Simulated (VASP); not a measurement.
An input for Ansatz (written as the equivalent of a VASP run, and not itself run):

Ansatz 0.2 input:
```yaml
crystal:
  lattice:
    - [4.4956900, 0.0000000, 0.0000000]
    - [0.0000000, 4.4956900, 0.0000000]
    - [0.0000000, 0.0000000, 4.4956900]
  atoms:
    - { symbol: Sc, position: [0.0000000, 0.0000000, 0.0000000] }
    - { symbol: In, position: [0.0000000, 0.5000000, 0.5000000] }
    - { symbol: In, position: [0.5000000, 0.0000000, 0.5000000] }
    - { symbol: In, position: [0.5000000, 0.5000000, 0.0000000] }
kpoints:
  mp_grid: { grid: [6, 6, 6] }
hamiltonian:
  xc: pbesol
  pseudopotentials: { kind: paw }
scf:
  occupations: { method: fermi_dirac, width: 0.1 }
  max_iter: 100
relax:
  max_steps: 50
  f_tol: 0.01
  cell: {}
output: { forces: true, stress: true, eigenvalues: true }
```

Q: Translate this input to VASP (INCAR, KPOINTS, POSCAR, choice of POTCAR).

A: This is not unique; one that fits is 
POSCAR:
```
ScIn3
1
    4.4956900000     0.0000000000     0.0000000000
    0.0000000000     4.4956900000     0.0000000000
    0.0000000000     0.0000000000     4.4956900000
Sc In
1 3
Direct
  0.0000000000   0.0000000000   0.0000000000
  0.0000000000   0.5000000000   0.5000000000
  0.5000000000   0.0000000000   0.5000000000
  0.5000000000   0.5000000000   0.0000000000
```

INCAR:
```
SYSTEM  =  ScIn3
PREC  =  Accurate; ENCUT  =  300; LREAL  =  .FALSE.
LASPH  =  .TRUE.
EDIFF  =  1E-6; NELM  =  100; ALGO  =  Normal
LMAXMIX  =  4
ISMEAR  =  -1; SIGMA  =  0.1
GGA  =  PS
IBRION  =  2; NSW  =  50; ISIF  =  3
EDIFFG  =  -0.01
LWAVE  =  .FALSE.; LCHARG  =  .FALSE.
```

File KPOINTS:
```
kpoints
0
gamma
 6 6 6
0 0 0
```

POTCAR, in this order: Sc_sv In_d (PBE.64 set). Program: vasp_std.

Limits of the translation: each code has its own PAW files, so the cut-off isn't converted (ENCUT is set for VASP's; basis.ecutwfc is left out, and Ansatz then takes the one that its files recommend); Ansatz stops its SCF on the density residual and VASP on the energy change (EDIFF).

The structure comes from a computed database's ScIn3 entry (Pm-3m); how it stands against other phases isn't given here. This run relaxes it. Symmetry was kept, so distortions that lower it aren't found. The run is one of a series of settings (EDIFFG = -0.01, IBRION = 2, ISIF = 3, NSW = 50 against the base run), some of them coarse on purpose.
